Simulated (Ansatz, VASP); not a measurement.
**SrLiH3 in VASP and in Ansatz**

File INCAR:

```
SYSTEM = SrLiH3
  PREC = Accurate
  ENCUT = 520
  EDIFF = 1E-6
  ISMEAR = 0
  SIGMA = 0.01
  LREAL = .False.
  LASPH = .True.
  NELM = 100
  ALGO = Normal
  ISIF = 2
  LWAVE = .False.
  LCHARG = .False.
  GGA = PS
  NBANDS = 16
```

File KPOINTS:

```
Automatic mesh
0
Gamma
  6 6 6
  0 0 0
```

Contents of POSCAR:

```
SrLiH3
1.0
    4.6307910000      0.0000000000      0.0000000000
    0.0000000000      4.6307910000      0.0000000000
    0.0000000000      0.0000000000      4.6307910000
Li Sr H
1 1 3
Direct
    0.0000000000      0.0000000000      0.0000000000
    0.5000000000      0.5000000000      0.5000000000
    0.0000000000      0.5000000000      0.5000000000
    0.5000000000      0.0000000000      0.5000000000
    0.5000000000      0.5000000000      0.0000000000
```

Input for Ansatz:

```yaml
crystal:
  lattice:
    - [4.630791, 0.0, 0.0]
    - [0.0, 4.630791, 0.0]
    - [0.0, 0.0, 4.630791]
  atoms:
    - { symbol: Li, position: [0.0, 0.0, 0.0] }
    - { symbol: Sr, position: [0.5, 0.5, 0.5] }
    - { symbol: H, position: [0.0, 0.5, 0.5] }
    - { symbol: H, position: [0.5, 0.0, 0.5] }
    - { symbol: H, position: [0.5, 0.5, 0.0] }
basis:
  ecutwfc: 550.0
kpoints:
  mp_grid:
    grid: [6, 6, 6]
hamiltonian:
  xc: pbesol
scf:
  occupations:
    method: fixed
output:
  eigenvalues: true
```

The cell comes from a database or a generator and needn't be the stable form of this composition.

Alike in both runs: task single point; functional PBEsol; k mesh 6 × 6 × 6; no spin polarisation.

```csv
,VASP,Ansatz
version,VASP 6.6.1,Ansatz 0.2.0
potentials or method,"VASP PAW PBE potentials, release 64 (Li_sv, Sr_sv, H)","plane waves, PAW"
plane-wave cutoff (eV),520,550
occupations,"gaussian, width 0.01 eV",fixed
valence electrons in the cell,16,16
```

```csv
,VASP,Ansatz,Ansatz less VASP
gap on the k mesh at the Fermi level (eV),1.70,1.71,+0.004
```

 A k mesh can miss the band edges.
